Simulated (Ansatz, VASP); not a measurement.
# Si53O26 in two plane-wave programs, part 3 of 3

One calculation is typed for both programs; each brings its own data sets. How far apart do they land? Of the first pair: The structure shown is frame 23 of Ansatz's trajectory.

VASP 6.6.1 and Ansatz 0.2.0.

So far. Step 6 (VASP: single point, r2SCAN, pair 2): The run ends at a pressure of -2.51 GPa, with forces up to 4.7 eV/Å.

## 9. VASP: single point, r2SCAN, pair 3

Level of this step: r2SCAN; plane waves and PAW (Si, O) (VASP).

The same cell, functional, mesh and smearing now go to VASP, with its own data sets.

File INCAR:

```
SYSTEM = Si53O26
PREC = Accurate
ENCUT = 580
EDIFF = 1E-06
NELM = 120
ISMEAR = 0
SIGMA = 0.05
LREAL = Auto
ALGO = Normal
METAGGA = R2SCAN
LASPH = .TRUE.
NBANDS = 240
LORBIT = 11
LWAVE = .FALSE.
LCHARG = .FALSE.
ISIF = 2
GGA_COMPAT = .FALSE.
LMIXTAU = .TRUE.
NCORE = 2
```

File POSCAR:

```
Si53O26
1.0
   11.1950000000      0.0000000000      0.0000000000
    0.0000000000     11.1950000000      0.0000000000
    0.0000000000      0.0000000000     11.1950000000
Si O
53 26
Direct
    0.7225904422      0.1967664136      0.0095399732
    0.3727288968      0.8912371594      0.9844484145
    0.4155069227      0.5212505583      0.9992317999
    0.4182313533      0.8464582403      0.4836980795
    0.7258597588      0.0126574364      0.1041357749
    0.6240821795      0.0493970523      0.7233229120
    0.1081286289      0.0879142474      0.7121125502
    0.9181956230      0.6282536847      0.5333005806
    0.2970969183      0.6840553819      0.3891826708
    0.1987494417      0.2788834301      0.6526574364
    0.3904600268      0.8379544439      0.7723001340
    0.4475837427      0.4249575703      0.1881732916
    0.6901384547      0.4079053149      0.7391424743
    0.5894506476      0.0533720411      0.2558195623
    0.0209289862      0.7367574810      0.8740151854
    0.6736936132      0.6075033497      0.7047610540
    0.6098794105      0.2943010272      0.1728182224
    0.0731576597      0.5380794998      0.6311656990
    0.2330415364      0.9188566324      0.2554175971
    0.9122286735      0.4177757928      0.3696203662
    0.8054309960      0.6042608307      0.2337561411
    0.1122018758      0.2921840107      0.1168825368
    0.0296471639      0.4656007146      0.9024832515
    0.8132916481      0.9248503796      0.8675033497
    0.4109245199      0.2661009379      0.8768200089
    0.5810093792      0.7437516749      0.8100133988
    0.9152568111      0.1091469406      0.8147208575
    0.1290308173      0.7858150960      0.0569986601
    0.6200267977      0.2440821795      0.8378204556
    0.8873068334      0.3114068781      0.8752300134
    0.3748905762      0.0899240732      0.2068334078
    0.3948548459      0.2262349263      0.6728182224
    0.9243501563      0.0115765967      0.4224921840
    0.6530504690      0.7143635552      0.4289236266
    0.8968289415      0.0062885217      0.2144260831
    0.4928986155      0.5790799464      0.3999821349
    0.2047967843      0.6987941045      0.7348369808
    0.5608932559      0.7930683341      0.0146493971
    0.3946940598      0.0974631532      0.9967217508
    0.6852880750      0.2335149620      0.4484144707
    0.0896739616      0.2491916034      0.4143278249
    0.7458418937      0.0478249218      0.5391156766
    0.5472889683      0.3426083073      0.5797052255
    0.5911121036      0.6400267977      0.1756587762
    0.1612416257      0.7321036177      0.5357838321
    0.6366592229      0.9171415811      0.4148727110
    0.9674944172      0.1582045556      0.0476909335
    0.0205538187      0.8288610987      0.4282983475
    0.2347833854      0.5461813310      0.1430728004
    0.2692809290      0.2579097812      0.2640821795
    0.1986154533      0.4831442608      0.7600714605
    0.9872711032      0.8174006253      0.2132559178
    0.4155515855      0.0202858419      0.6633675748
    0.1428226887      0.6341581063      0.0604019652
    0.7687449754      0.9149977669      0.9962304600
    0.7909781152      0.6536846807      0.3685573917
    0.6421706119      0.1898436802      0.3005627512
    0.1426172398      0.3136578830      0.5159356856
    0.7966860205      0.3470031264      0.4424832515
    0.9715319339      0.5304510942      0.4398302814
    0.0338097365      0.1211076373      0.4319696293
    0.0910674408      0.4356319786      0.0563644484
    0.9604644931      0.5976239393      0.8824207235
    0.3933631085      0.9930772666      0.5182134882
    0.6900580616      0.9355247879      0.7728718178
    0.0118624386      0.3253148727      0.3259758821
    0.3853148727      0.3960071460      0.9336578830
    0.3362215275      0.8295399732      0.3389459580
    0.5018311746      0.5407949978      0.2603751675
    0.8664225100      0.4796248325      0.2509066548
    0.2258865565      0.6124698526      0.2824475212
    0.8998928093      0.6977043323      0.1703974989
    0.3597677535      0.3718803037      0.3209379187
    0.8357838321      0.4056364448      0.7678695846
    0.6537293435      0.6754086646      0.5741491737
    0.8446806610      0.2769986601      0.0130951318
    0.9032157213      0.8200625279      0.8499687360
    0.2421884770      0.8672889683      0.0939437249
    0.5251094238      0.4642429656      0.4889504243
```

File KPOINTS:

```
Automatic mesh
0
Gamma
1 1 1
0 0 0
```

Potentials, in the order of the species: Si and O (PBE family, release 64).

Command:

```sh
$ mpirun -np 8 vasp_gam
```

Numbers of over 12 decimals in the logs are rounded to 6 here.

What it wrote:

```text
[... set-up lines as in an earlier step ...]
 entering main loop
       N       E                     dE             d eps       ncg     rms          rms(c)
DAV:   1     0.265414272859E+04    0.26541E+04   -0.20222E+05   488   0.158E+03
DAV:   2    -0.447315733063E+03   -0.31015E+04   -0.29463E+04   600   0.311E+02
DAV:   3    -0.800432124050E+03   -0.35312E+03   -0.34703E+03   576   0.106E+02
DAV:   4    -0.810674022308E+03   -0.10242E+02   -0.10126E+02   576   0.192E+01
[...]
DAV:  23    -0.677052540351E+03   -0.72757E-05   -0.95135E-06   496   0.900E-03    0.424E-03
DAV:  24    -0.677052541747E+03   -0.13958E-05   -0.20159E-06   368   0.453E-03    0.232E-03
DAV:  25    -0.677052542013E+03   -0.26591E-06   -0.14746E-06   280   0.363E-03
   1 F= -.67705254E+03 E0= -.67704173E+03  d E =-.216312E-01
```

Parts of OUTCAR (step 9):

```text
  Total      -10.9716406    -12.3295882     11.7195160    -16.0951835     19.5236072     18.9639549
  in kB      -12.5288112    -14.0794880     13.3828301    -18.3795224     22.2945315     21.6554495
  external PRESSURE =      -4.4084897 kB  Pullay stress =       0.0000000 kB

 POSITION                                       TOTAL-FORCE (eV/Angst)
 -----------------------------------------------------------------------------------
      8.08940      2.20280      0.10680        -4.160679     -0.620020      1.531079
      4.17270      9.97740     11.02090         0.684357      0.655451     -1.097018
      4.65160      5.83540     11.18640         0.014821      1.594681      0.980585
      4.68210      9.47610      5.41500         1.034197      1.865664      0.250085
      8.12600      0.14170      1.16580        -0.362881     -0.741267     -0.694083
      6.98660      0.55300      8.09760        -1.331868      2.870992     -1.804754
      1.21050      0.98420      7.97210        -0.226662      0.477823      0.418159
[...]
2.22500      3.12210      7.30650        -0.726466     -0.092372      0.623540
      4.37120      9.38090      8.64590        -0.328818     -0.270000      0.266945
      5.01070      4.75740      2.10660        -1.232069     -3.334318      0.491547
      7.72610      4.56650      8.27470        -1.037446      0.333215     -1.173092
      6.59890      0.59750      2.86390        -1.498893     -1.444105     -0.371296
      0.23430      8.24800      9.78460         0.889404     -0.588511     -0.236180
[...]
-----------------------------------------------------------------------------------
    total drift:                                0.038983     -0.009170     -0.002958

  FREE ENERGIE OF THE ION-ELECTRON SYSTEM (eV)
  ---------------------------------------------------
  free  energy   TOTEN  =      -677.0525420128 eV

  energy  without entropy=     -677.0309108612  energy(sigma->0) =     -677.04172644

[... 3 further parts left out ...]
[key lines of the parts left out:]
E-fermi :   5.0732
```

The run ends at a pressure of -0.44 GPa, with forces up to 8.0 eV/Å.

## 10. Differences

Forces on 9 of the 79 atoms, those with the largest forces and the largest differences (eV/Å; atoms numbered as in POSCAR):

```
atom         Ansatz x, y, z            VASP x, y, z
 Si1  -4.085, -0.584, 1.519   -4.161, -0.620, 1.531
 Si6  -1.285, 2.808, -1.764   -1.332, 2.871, -1.805
Si21  -1.311, 2.860, -1.466   -1.362, 2.832, -1.564
Si24  -0.635, 2.928, -3.807   -0.610, 2.940, -3.868
Si28  -3.702, -2.748, 0.013  -3.786, -2.741, -0.004
Si36   -0.658, 0.263, 3.817    -0.660, 0.309, 3.832
Si41  2.052, -5.034, -5.872   2.164, -5.001, -5.852
 O58    2.084, 3.312, 5.730     2.064, 3.273, 5.721
 O65   3.089, -3.101, 2.694    3.122, -3.150, 2.726
```

The forces differ by 26 meV/Å r.m.s., which is 1.8 % of the r.m.s. force of 1.456 eV/Å (both taken over all components).

## 11. Results

```
r.m.s. force difference (single point, r2SCAN, pair 1) : 2.1 % of the r.m.s. force
r.m.s. force difference (single point, r2SCAN, pair 2) : 2.4 % of the r.m.s. force
r.m.s. force difference (single point, r2SCAN, pair 3) : 1.8 % of the r.m.s. force
```

The r.m.s. force difference is 2.4 % of the r.m.s. force (single point, r2SCAN, pair 2), within the 3 % picked in this series as the mark of a large difference. Such differences can come from data sets, numerical settings and the points named under the comparisons, not from the functional's error against experiment.

[Lines on the potential files, build, host, timing and source positions are cut from VASP's logs without a mark.]

[Logs are printed without paths, hosts, clocks, repeated set-up lines and the standing remarks that a program may print on its own settings, such as how far it seeks lower states.]

[Hosts, paths, dates, database ids (printed as entryN), source tags and the programs' standing remarks are cut or masked in the printed files.]
